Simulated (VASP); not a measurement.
Consider the following.

```
CELL_PARAMETERS angstrom
      0.00000     2.79742     2.79742
      2.79742     0.00000     2.79742
      2.79742     2.79742     0.00000
ATOMIC_POSITIONS crystal
  In 0.00000 0.00000 0.00000
  As 0.25000 0.25000 0.25000
```

Method: PBE GGA, VASP's PBE PAW potentials (set 64) (plane waves; VASP 6.6.1). Settings: 500 eV cut-off, 8×8×8 Γ-centred mesh, Gaussian smearing of 0.050 eV, potentials In_d As.

Unless said otherwise, spin-orbit coupling is left out, though it shifts the bands of the heavy elements here.

**Question.** Estimate the energy per atom (σ→0), pressure, band gap (on the k-mesh) with the smallest direct gap where there is one.

**Answer.** 
- band gap (on the k-mesh): 0.98 eV
- smallest direct gap (on the k-mesh): 0.98 eV
- energy per atom (σ→0): -3.313 eV/atom
- pressure: 29.91 GPa

Total energies compare only between runs with the same potentials, cut-off and functional.

The compound is InAs in the zinc blende structure. It was relaxed first under an external pressure of 30 GPa.
